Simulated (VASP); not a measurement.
Here is the system:

```xyz
2
Lattice="0.0000 2.9176 2.9176 2.9176 0.0000 2.9176 2.9176 2.9176 0.0000" Properties=species:S:1:pos:R:3 pbc="T T T"
Al     0.0000     0.0000     0.0000
As     1.4588     1.4588     1.4588
```

Level of theory: vdW-DF2, VASP's PBE PAW potentials (set 64) (plane waves; VASP 6.6.1). Settings: 520 eV cut-off, Gaussian smearing of 0.050 eV, potentials Al As.

Problem. Estimate the band gap (along the path) with the smallest direct gap where there is one.

Solution. 
```yaml
band gap (along the path): 1.25 eV
smallest direct gap (along the path): 1.25 eV
```

The absolute energy has meaning only against runs of the same code, potentials and settings.

The compound is AlAs in the zinc blende structure. It was relaxed first, which changed the volume by +10 %.
